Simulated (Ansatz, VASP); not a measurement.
# BiAs: VASP beside Ansatz, part 2 of 2

Aim: how closely do two programs agree when they are given the same cell, functional and k mesh? The cell is generated by rule, not measured, and may not be a known phase. The cell is taken from a series of runs on this material, whose earlier steps may have relaxed, scaled, displaced or heated it; both programs get it as it stands.

VASP 6.6.1 and Ansatz 0.2.0.

So far: Starting point; VASP: zone-centre phonons, PBE.

The structure was built from a prototype and need not be the compound's stable phase.

## (3) Ansatz: zone-centre phonons, PBE

Level of this step: Ansatz beside VASP: Kohn-Sham DFT, plane waves, PBE (Ansatz).

Ansatz runs on its default PAW (the set named soft_2) files.

The same cell, functional, mesh and smearing now go to Ansatz, which takes its cutoff from its data sets.

Input file input.yaml:

```yaml
crystal:
  lattice:
    - [-2.1017508243, 3.015197286, 2.275750757]
    - [2.1017508243, -3.015197286, 2.275750757]
    - [2.1017508243, 3.015197286, -2.275750757]
  atoms:
    - { symbol: Bi, position: [0.9725630425, 0.9725630425, 0.0] }
    - { symbol: As, position: [0.5605177673, 0.0605177673, 0.5] }
kpoints:
  mp_grid: { grid: [14, 14, 14] }
hamiltonian:
  xc: pbe
scf:
  occupations: { method: methfessel_paxton, width: 0.2 }
output:
  eigenvalues: true
phonons:
  method: dfpt
```

Launch:

```console
ansatz run input.yaml --threads 4 --pin off --max-ram 7168MiB --backend cpu --events-out ev --progress --plain --runs-dir out
```

Numbers of over 12 decimals in the logs are rounded to 6 here.

What it wrote:

```text
zone centre: on kpoints.mp_grid the ground state, and the responses unless they are solved on pairs of k-points, stand on 428 of the mesh's 2744 k-points, reduced under 4 symmetry operations, with k and −k counted as one. Each operation leaves every solved displacement unchanged or reverses it
Engine: ansatz 0.2.0, aarch64-unknown-linux-gnu
Pseudopotentials: kind: paw
Pseudopotential: Bi, paw, valence charge 15, recommended cutoff 420 eV (normal), Bi.paw.azcp
Pseudopotential: As, paw, valence charge 15, recommended cutoff 420 eV (normal), As.paw.azcp
Functional definition: PBE
  parameter kappa = 0.804
  parameter beta = 0.066725
  exchange = pbe_x(kappa = kappa, mu = beta*pi^2/3)
  correlation = pbe_c(beta = beta)
Crystal: 2 atoms, lattice volume = 57.687 Å³
Basis set: ecut = 420 eV, 1127 PW (Γ), exchange–correlation on 60×60×60 points (8 copies of the dense FFT grid, shifted against one another)
Bands: 19, of which v1, the nominal top of the filled ones, is band 15 counted from 1 (14 counted from 0)
Symmetry: 4 space group operations
k-points: 428 of 2744 (time reversal used)
Non-local potential: Bi, projectors of the file, l = 0: 2, l = 1: 2, l = 2: 2, l = 3: 2
Non-local potential: As, projectors of the file, l = 0: 2, l = 1: 2, l = 2: 3, l = 3: 1
PAW form: soft (Blöchl's): semilocal exchange-correlation on the pseudo side does not see the compensation charge
PAW one-centre angular grid: Bi, 590 points (default); XC on 64 Gauss nodes
PAW one-centre angular grid: As, 590 points (default); XC on 64 Gauss nodes
Initial density: superposition of atomic densities (neutral atoms: chi_scale 0, normalization atom), corrected by the library's trained network
Initial wavefunctions: pseudopotential atomic-orbital guess
Functional: x = pbe(κ = 0.804, μ = 0.219515), c = pbe(β = 0.066725)
SCF iter   1: F=—  HF=-17252.731631 eV  |F-HF|=—  |Δ(HF+E_count)|=         —  Δρ=1.89e-3  dr2=2.87e-3  ethr=1.77e-3  ⟨swp⟩=5.4  Hψ=35194  notcnv=0
preconditioner: auto → none  [insulator: Δε(μ)=0.127 eV  Ē_g=9.271 eV  σ=0.200 eV  W_gap=0.50  n_scr=14 (ndim 8)  ℏωp=15.5 eV  f_vac=0.004  D(μ)=0.09/eV (n_scr^D=0)  ε∞_Penn≈3.8]
SCF iter   2: F=—  HF=-17252.730317 eV  |F-HF|=—  |Δ(HF+E_count)|=   1.31e-3  S|Δr|=    0.00e0  Δρ=7.40e-4  dr2=2.93e-4  ethr=9.58e-6  ⟨swp⟩=2.1  Hψ=16033  notcnv=0
SCF iter   3: F=—  HF=-17252.730310 eV  |F-HF|=—  |Δ(HF+E_count)|=   6.54e-6  S|Δr|=    0.00e0  Δρ=3.32e-4  dr2=5.12e-5  ethr=9.77e-7  ⟨swp⟩=2.9  Hψ=14583  notcnv=0
SCF iter   4: F=—  HF=-17252.730331 eV  |F-HF|=—  |Δ(HF+E_count)|=   2.06e-5  S|Δr|=    0.00e0  Δρ=1.44e-4  dr2=1.14e-5  ethr=1.71e-7  ⟨swp⟩=2.2  Hψ=14567  notcnv=0
SCF iter   5: F=—  HF=-17252.730344 eV  |F-HF|=—  |Δ(HF+E_count)|=   1.32e-5  S|Δr|=    0.00e0  Δρ=3.90e-5  dr2=6.76e-7  ethr=3.80e-8  ⟨swp⟩=2.9  Hψ=14439  notcnv=0
SCF iter   6: F=—  HF=-17252.730338 eV  |F-HF|=—  |Δ(HF+E_count)|=   6.33e-6  S|Δr|=    0.00e0  Δρ=6.47e-6  dr2=1.81e-8  ethr=2.25e-9  ⟨swp⟩=2.1  Hψ=11422  notcnv=0
SCF iter   7: F=—  HF=-17252.730338 eV  |F-HF|=—  |Δ(HF+E_count)|=   9.30e-9  S|Δr|=    0.00e0  Δρ=1.55e-6  dr2=5.73e-10  ethr=6.03e-11  ⟨swp⟩=2.1  Hψ=12813  notcnv=0
SCF iter   8: F=—  HF=-17252.730338 eV  |F-HF|=—  |Δ(HF+E_count)|=   1.20e-9  S|Δr|=    0.00e0  Δρ=2.29e-7  dr2=1.88e-11  ethr=1.91e-12  ⟨swp⟩=2.0  Hψ=14234  notcnv=0
SCF iter   9: F=-17252.730338 eV  HF=-17252.730338 eV  |F-HF|=3.64e-12  |Δ(HF+E_count)|=  2.18e-11  S|Δr|=    0.00e0  Δρ=3.46e-8  dr2=5.36e-13  ethr=1.00e-12  ⟨swp⟩=6.0  Hψ=37639  notcnv=0
SCF 1 converged in 9 iterations: F = -17252.730338 eV  dr2 = 5.36e-13
  greatest PAW one-centre occupation: 0.999 electrons in one spin orbital (limit 2), on the As atom at site 1 (counted from 0), in its partial waves of l = 2
DFPT response loops at Γ: preconditioner auto → Kerker (q_TF=auto, 2.447 Å⁻¹) (partly filled bands, converged f_vac=0.003); β = 1.00, the filter's whole step (`scf.mixing.beta` (0.50) is not read by the response loops under this deck's `scf.mixing.preconditioner`; to damp them name `kerker` or `kerker_dos`, under which they read `scf.mixing.beta`, and type it under 1.00, their step now; both keys bind the ground state too); Broyden in place of MSR1
SCF converged after 9 iterations
Stability not checked: this state was not tested for a lower state beside it, because cold or Methfessel-Paxton smearing, or corrected tetrahedra, fill the levels in a way that the test cannot read (fill_not_monotonic; see scf.lower_state_search)
Free energy (F): -17252.730338 eV
Harris-Foulkes:  -17252.730338 eV  (|F-HF|=3.64e-12)
Internal energy: -17252.731901 eV  (E = F + TS)
E sigma→0 (E₀):  -17252.730728 eV
Entropy (-TS):   0.001564 eV (0.782 meV/atom)
Fermi energy:    9.707420 eV
--- Per-component energies (eV) ---
  E_band       = -348.895411
  E_kinetic    = 403.768248
  E_local      = -3314.187020  (includes V_loc(G=0)·N_el)
  E_nonlocal   = -110.379012
  E_hartree    = 1474.085392
  E_xc         = -230.271287
  E_vxc        = -223.076261  (∫ρ·V_xc dr)
  E_paw        = -12497.734436  (= ΣΔE_a)
  E_vpaw       = -53.191727  (= ΣTr[D̂ρ^β])
  E_aug_tail   = -0.000436  (compensation charges beyond the density's cutoff)
  E_ewald      = -2978.013351
  E_smearing   = 0.001564  (= −TS)
  E_closure    = -0.000000  (closes the sum)
  Σ components = -17252.730338   (vs F -17252.730338, Δ=0.00e0)
--- Band table (eV; the first three rows and the last of 428) ---
  k-point 0: bands = [... 11 lower, 3.0120, 8.0749, 8.1781, 8.3623, 12.5697, 12.5799, 13.0512, 15.9518]
  k-point 1: bands = [... 11 lower, 2.8633, 8.0700, 8.2147, 8.3496, 12.4026, 12.5746, 12.8102, 15.6057]
  k-point 2: bands = [... 11 lower, 2.4503, 8.0592, 8.1976, 8.4295, 11.9362, 12.3379, 12.4394, 15.2609]
  k-point 427: bands = [... 11 lower, 0.6865, 4.4156, 6.3824, 6.6028, 11.8391, 14.8604, 15.8523, 16.3916]
--- Phonons (Γ-DFPT): 6 representative perturbations + reference, on 428 of 2744 k-points (Σ response iterations 18) ---
  k mesh reduced under 4 symmetry operations, with k and −k counted as one. Each operation leaves every solved displacement unchanged or reverses it
  ASR residual: 4.901e-5 → 0.000e0 eV/Å²; symmetrization residual: 1.543e-5 eV/Å²
  ASR residual per site (eV/Å²): 4.90e-5 1.39e-5
  Γ frequencies (cm⁻¹): 0.00 0.00 0.00 62.43 112.23 153.95
  non-analytic LO–TO correction: not included (Born effective charges unavailable; polar crystals: no LO–TO splitting at Γ)
```

## (4) Differences

Known differences besides the potentials themselves: the data sets hold 30 valence electrons in Ansatz (on its default PAW (the set named soft_2) files) and 20 in VASP; the cutoff is 420 eV in Ansatz and 500 eV in VASP. Total energies have different zeros and are not compared.

The two programs side by side:

```
             quantity  Ansatz   VASP  difference
optical mode 1 (cm⁻¹)    62.4   64.4     -3.09 %
optical mode 2 (cm⁻¹)   112.2  113.0     -0.65 %
optical mode 3 (cm⁻¹)   153.9  154.7     -0.46 %
```

Modes are paired by rising frequency, not by their patterns, so a pair may set unlike modes beside each other; they are those without the splitting of longitudinal modes.

## (5) What came out

```json
{
  "r.m.s. difference of the optical zone-centre modes, each program's sorted by frequency (zone-centre phonons, PBE)": "1.3 cm⁻¹",
  "difference in optical mode 1 (zone-centre phonons, PBE)": "-3.1 %"
}
```

What this shows: The r.m.s. difference of the optical zone-centre modes, each program's sorted by frequency is 1.3 cm⁻¹ (zone-centre phonons, PBE). The data sets hold unlike numbers of valence electrons (30 in Ansatz and 20 in VASP), so part of the differences comes from the potentials. Among the rows given in per cent, the largest difference of the zone-centre phonons, PBE pair is in optical mode 1, -3.1 %. Such differences can come from data sets, numerical settings and the points named under the comparisons, not from the functional's error against experiment.

[Lines on the potential files, build, host, timing and source positions are cut from VASP's logs without a mark.]

[Logs are printed without paths, hosts, clocks, repeated set-up lines and the standing remarks that a program may print on its own settings, such as how far it seeks lower states.]

[Hosts, paths, dates, database ids (printed as entryN), source tags and the programs' standing remarks are cut or masked in the printed files.]
